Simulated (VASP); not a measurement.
OSZICAR of a VASP run on CoGa (CsCl type):

OSZICAR:
```
       N       E                     dE             d eps       ncg     rms          rms(c)
DAV:   1     0.977246207601E+02    0.97725E+02   -0.10917E+04  3824   0.263E+03
DAV:   2    -0.802678142890E+01   -0.10575E+03   -0.10364E+03  3733   0.361E+02
DAV:   3    -0.129312387633E+02   -0.49045E+01   -0.48907E+01  4195   0.823E+01
DAV:   4    -0.130023234560E+02   -0.71085E-01   -0.71044E-01  4790   0.938E+00
DAV:   5    -0.130043476287E+02   -0.20242E-02   -0.20236E-02  4560   0.137E+00    0.108E+01
DAV:   6    -0.140834864303E+02   -0.10791E+01   -0.26768E+01  4096   0.703E+01    0.119E+01
DAV:   7    -0.118026506266E+02    0.22808E+01   -0.10633E+01  3734   0.522E+01    0.183E+00
DAV:   8    -0.117821522062E+02    0.20498E-01   -0.29606E-01  4188   0.609E+00    0.690E-01
DAV:   9    -0.117743544463E+02    0.77978E-02   -0.23725E-02  5006   0.244E+00    0.155E-01
DAV:  10    -0.117739025778E+02    0.45187E-03   -0.73702E-04  5026   0.412E-01    0.763E-02
DAV:  11    -0.117738663234E+02    0.36254E-04   -0.12474E-04  5241   0.197E-01    0.142E-02
DAV:  12    -0.117738670895E+02   -0.76614E-06   -0.48778E-06  5042   0.379E-02    0.251E-03
DAV:  13    -0.117738676026E+02   -0.51305E-06   -0.41181E-07  3999   0.977E-03    0.646E-04
DAV:  14    -0.117738674769E+02    0.12567E-06   -0.32071E-08  2066   0.267E-03    0.410E-04
DAV:  15    -0.117738674538E+02    0.23127E-07   -0.63993E-09  2080   0.836E-04
   1 F= -.11773867E+02 E0= -.11773867E+02  d E =0.000000E+00
```

**Question.** Which electronic solver shows in the log?

**Answer.** It is blocked Davidson (ALGO = Normal, or the opening steps of other solvers). The INCAR had ALGO = Normal.

**Question.** How was spin treated?

**Answer.** Without spin polarisation: there is no mag entry.

**Question.** Can the final energy be trusted as converged?

**Answer.** The run converged. It stopped with EDIFF = 1E-7, NELM = 100 (PBEsol GGA, plane waves, VASP's PBE PAW potentials (set 64)).

The compound is CoGa in the CsCl type structure. It was relaxed first. The run is not spin-polarised, so no magnetic state was tried.
